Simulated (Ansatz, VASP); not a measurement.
# Cross-check of La12Hf19O56 (amorphous 76HfO2-24La2O3 (mol %)) between VASP and Ansatz, part 3 of 3

Wanted: the spread between two codes on one cell, functional and k mesh. Of the first pair: The structure shown is the start of the Ansatz relaxation below; VASP solves that cell, so the two are compared at the walk's first step.

VASP 6.6.1 and Ansatz 0.2.0.

So far. Step 3 (VASP: single point, PBE, start cell, pair 1): The run ends at a pressure of -5.47 GPa, with forces up to 1.6 eV/Å.

**6. VASP: single point, PBE, relaxed cell, pair 2**

Level of this step: PBE; plane waves and PAW (Hf_pv, La, O) (VASP).

The same cell, functional, mesh and smearing now go to VASP, with its own data sets.

INCAR

```
SYSTEM = La12Hf19O56
PREC = Accurate
ENCUT = 600
EDIFF = 1E-06
NELM = 200
ISMEAR = -1
SIGMA = 0.025
LREAL = Auto
ALGO = Normal
GGA = PE
NBANDS = 392
LASPH = .TRUE.
LORBIT = 11
LWAVE = .FALSE.
LCHARG = .FALSE.
ISIF = 2
GGA_COMPAT = .FALSE.
EFERMI = MIDGAP
LMAXMIX = 6
NCORE = 2
```

POSCAR

```
La12Hf19O56
1.0
   11.0251700000      0.3618370000     -0.1408490000
    0.3618370000     10.5795590000      0.0562740000
   -0.1408490000      0.0562740000     11.0300750000
Hf La O
19 12 56
Direct
    0.7858800000      0.1978900000      0.3488700000
    0.4849400000      0.9961300000      0.5528400000
    0.5914900000      0.4589900000      0.5709200000
    0.0917800000      0.3142000000      0.3344400000
    0.5746900000      0.3488000000      0.1127400000
    0.8805800000      0.5022900000      0.5712000000
    0.2785400000      0.1469300000      0.0635700000
    0.8055600000      0.8660000000      0.1593500000
    0.3805000000      0.6130200000      0.8446800000
    0.7679100000      0.3462600000      0.8461400000
    0.0912200000      0.6792900000      0.3527300000
    0.6688400000      0.7442300000      0.7316200000
    0.6277000000      0.6002800000      0.3102600000
    0.3861300000      0.7013300000      0.5533500000
    0.4502600000      0.2859900000      0.3567200000
    0.6199100000      0.6286700000      0.0207500000
    0.0148900000      0.2107500000      0.6112900000
    0.0986300000      0.4122200000      0.8726700000
    0.7044400000      0.1710100000      0.6272700000
    0.8958700000      0.9381200000      0.8204300000
    0.5920100000      0.0649000000      0.9151700000
    0.5026000000      0.9110700000      0.2434500000
    0.8522200000      0.8821300000      0.4671800000
    0.1317400000      0.8089100000      0.0557300000
    0.0966000000      0.6864200000      0.6771100000
    0.9688200000      0.1559700000      0.0778200000
    0.2201100000      0.9859000000      0.7864300000
    0.3614200000      0.2756500000      0.7059500000
    0.2151200000      0.0042200000      0.3769900000
    0.9112000000      0.5331000000      0.1083000000
    0.2864200000      0.5047400000      0.1418400000
    0.9383200000      0.3323100000      0.9371500000
    0.1406000000      0.2629100000      0.7405100000
    0.0665900000      0.8653400000      0.4149300000
    0.0737300000      0.4984100000      0.2686000000
    0.7134600000      0.7761000000      0.3175400000
    0.2607000000      0.4776700000      0.8080100000
    0.3682500000      0.1107400000      0.9035500000
    0.9093900000      0.2874800000      0.2534900000
    0.3881500000      0.8617600000      0.4442400000
    0.9144200000      0.9477100000      0.0408900000
    0.6552600000      0.2852300000      0.4804600000
    0.6291300000      0.2291300000      0.2551800000
    0.9628900000      0.7436800000      0.2149100000
    0.6174300000      0.3365800000      0.7215700000
    0.7199200000      0.5640900000      0.6658600000
    0.7401200000      0.5117700000      0.9250400000
    0.1876000000      0.3191200000      0.0192100000
    0.6933100000      0.8873700000      0.8437300000
    0.8547000000      0.3205700000      0.6719200000
    0.5405300000      0.1105600000      0.6944500000
    0.4434100000      0.0950600000      0.3903900000
    0.7757100000      0.7142100000      0.0556800000
    0.8634700000      0.1294900000      0.5139800000
    0.1284000000      0.1795000000      0.4701800000
    0.6813500000      0.2588500000      0.9876300000
    0.6671700000      0.0135800000      0.5180400000
    0.7766400000      0.1351000000      0.8019200000
    0.8363400000      0.7963700000      0.6676500000
    0.3044900000      0.7531100000      0.7205400000
    0.2957100000      0.6870100000      0.9849700000
    0.4251100000      0.2467300000      0.1241100000
    0.4597700000      0.5563500000      0.6737900000
    0.0734000000      0.5608900000      0.9913300000
    0.6946300000      0.4940300000      0.1637800000
    0.3213300000      0.0621300000      0.6191300000
    0.1389200000      0.0463400000      0.9821000000
    0.4823300000      0.4894900000      0.9967000000
    0.8288000000      0.0252300000      0.2791900000
    0.2212500000      0.6984100000      0.2313800000
    0.5365200000      0.8173800000      0.6259700000
    0.2223400000      0.6495300000      0.4984700000
    0.4903400000      0.4501600000      0.2631300000
    0.5131200000      0.6063700000      0.4507600000
    0.6412800000      0.9543300000      0.1018500000
    0.9632400000      0.6477300000      0.4948700000
    0.7390400000      0.5045500000      0.4389400000
    0.0831600000      0.8216900000      0.8437400000
    0.9893400000      0.3729700000      0.4855400000
    0.5307500000      0.6999800000      0.1705500000
    0.3162800000      0.9840200000      0.1695900000
    0.2748300000      0.3365400000      0.3144500000
    0.5443500000      0.7010400000      0.8658900000
    0.9982500000      0.5141900000      0.7271400000
    0.4316800000      0.3514700000      0.5257700000
    0.1295100000      0.1616000000      0.2162100000
    0.0331500000      0.0335200000      0.6839100000
```

KPOINTS

```
Automatic mesh
0
Gamma
1 1 1
0 0 0
```

Potentials, in the order of the species: Hf_pv, La and O (PBE family, release 64).

Launch:

```
$ mpirun -np 8 vasp_gam
```

Numbers of over 12 decimals in the logs are rounded to 6 here.

Log:

```text
[... set-up lines as in an earlier step ...]
 entering main loop
       N       E                     dE             d eps       ncg     rms          rms(c)
DAV:   1     0.165606869295E+05    0.16561E+05   -0.28537E+05  1048   0.301E+03
DAV:   2     0.561288524149E+04   -0.10948E+05   -0.10107E+05   872   0.977E+02
DAV:   3     0.131100505748E+04   -0.43019E+04   -0.39281E+04   848   0.399E+02
DAV:   4    -0.306205287346E+03   -0.16172E+04   -0.14495E+04   976   0.211E+02
[...]
DAV:  23    -0.824758178578E+03    0.33104E-05   -0.12123E-05  1176   0.903E-03    0.117E-01
DAV:  24    -0.824758176068E+03    0.25100E-05   -0.12208E-05   952   0.824E-03    0.711E-02
DAV:  25    -0.824758175815E+03    0.25279E-06   -0.94672E-06   912   0.759E-03
   1 F= -.82475818E+03 E0= -.82475818E+03  d E =0.000000E+00
```

Parts of OUTCAR (step 6):

```text
  Total      -13.9163627    -13.7171957    -14.2873642      0.1238246     -0.0092673      0.1848828
  in kB      -17.3531142    -17.1047613    -17.8157373      0.1544040     -0.0115560      0.2305410
  external PRESSURE =     -17.4245376 kB  Pullay stress =       0.0000000 kB

 POSITION                                       TOTAL-FORCE (eV/Angst)
 -----------------------------------------------------------------------------------
      8.68693      2.39758      3.74851        -0.038108     -0.047278      0.007651
[...]
10.22378      5.97576      1.09622        -0.008350      0.014670     -0.002785
      3.32048      5.45155      1.55257         0.001809      0.021195      0.015479
     10.33338      3.90795     10.22337        -0.019336      0.057321     -0.095189
      1.54097      2.87402      8.16287        -0.112990      0.048103     -0.027901
      0.98884      9.20236      4.61603         0.015512     -0.113904     -0.046810
      0.95540      5.31475      2.98034         0.014379     -0.030551      0.082370
      8.10211      8.48682      3.44567        -0.009370     -0.057684     -0.073663
      2.93329      5.19334      8.90257        -0.037946      0.051272      0.077639
      3.97282      1.35567      9.92059        -0.052895      0.023547      0.112567
     10.09450      3.38473      2.68410         0.008554     -0.053441      0.095223
      4.52867      9.28249      4.89382         0.049208     -0.029718      0.129482
     10.41879     10.35953      0.37556        -0.086821     -0.051783      0.087619
[...]
-----------------------------------------------------------------------------------
    total drift:                               -0.004847      0.002773     -0.008837

  FREE ENERGIE OF THE ION-ELECTRON SYSTEM (eV)
  ---------------------------------------------------
  free  energy   TOTEN  =      -824.7581758147 eV

  energy  without entropy=     -824.7581758147  energy(sigma->0) =     -824.75817581

[... 1 part as in an earlier step ...]

[... 2 further parts left out ...]
[key lines of the parts left out:]
E-fermi :   5.2202
```

The run ends at a pressure of -1.74 GPa, with forces up to 0.17 eV/Å.

**7. Comparison**

What differs besides the data sets and the points named for the pairs above, as far as they apply: the data sets hold 962 valence electrons in Ansatz (on its default PAW (the set named soft_2) files) and 658 in VASP; the cutoff is 420 eV in Ansatz and 600 eV in VASP (PREC = Accurate, projectors in real space). Total energies have different zeros and are not compared.

Both answers:

```csv
quantity,Ansatz,VASP,difference
pressure (GPa),-0.03,-1.74,+1.71
gap on the k mesh (eV),4.044,4.054,-0.010
```

Forces on 7 of the 87 atoms, those with the largest forces and the largest differences (eV/Å; atoms numbered as in POSCAR):

```csv
atom,"Ansatz x, y, z","VASP x, y, z"
O45,"0.007, 0.003, 0.008","0.135, 0.017, -0.065"
O51,"0.007, 0.003, -0.003","0.077, -0.027, -0.143"
O58,"-0.011, 0.008, -0.007","-0.057, 0.108, -0.111"
O60,"0.001, -0.006, 0.002","0.084, -0.119, -0.039"
O61,"0.009, -0.011, -0.006","0.076, -0.070, -0.125"
O65,"0.011, 0.003, -0.003","-0.136, 0.063, -0.013"
O80,"0.000, -0.003, -0.010","0.136, -0.108, -0.012"
```

The forces differ by 56 meV/Å r.m.s., where the r.m.s. force is 0.006 eV/Å in Ansatz and 0.057 eV/Å in VASP: the atoms lie near their places of rest in Ansatz, so a percentage would say little (all taken over all components). A gap on the mesh is an upper bound, since the band edges may lie between its points; neither run holds spin-orbit coupling, which can move the band edges of a compound of Hf. VASP's last cycles still show a density residual of 7e-03, so its state may not be settled.

**8. Summary of results**

```
r.m.s. force difference (single point, PBE, start cell, pair 1)   : 15 % of the r.m.s. force
r.m.s. force difference (single point, PBE, relaxed cell, pair 2) : 56 meV/Å
difference in pressure (single point, PBE, relaxed cell, pair 2)  : 1.7 GPa
```

What this shows: The r.m.s. force difference is 15 % of the r.m.s. force (single point, PBE, start cell, pair 1), beyond the 3 % picked in this series as the mark of a large difference. The data sets hold unlike numbers of valence electrons (962 in Ansatz and 658 in VASP), so part of the differences comes from the potentials. What causes the difference of the single point, PBE, start cell, pair 1 pair stays open here. By the marks of this series, far apart in the single point, PBE, relaxed cell, pair 2 pair: the r.m.s. force difference, 56 meV/Å and the difference in pressure, 1.7 GPa. What causes the difference of the single point, PBE, relaxed cell, pair 2 pair stays open here. Such differences can come from data sets, numerical settings and the points named under the comparisons, not from the functional's error against experiment.

[Lines on the potential files, build, host, timing and source positions are cut from VASP's logs without a mark.]

[Logs are printed without paths, hosts, clocks, repeated set-up lines and the standing remarks that a program may print on its own settings, such as how far it seeks lower states.]

[Hosts, paths, dates, database ids (printed as entryN), source tags and the programs' standing remarks are cut or masked in the printed files.]
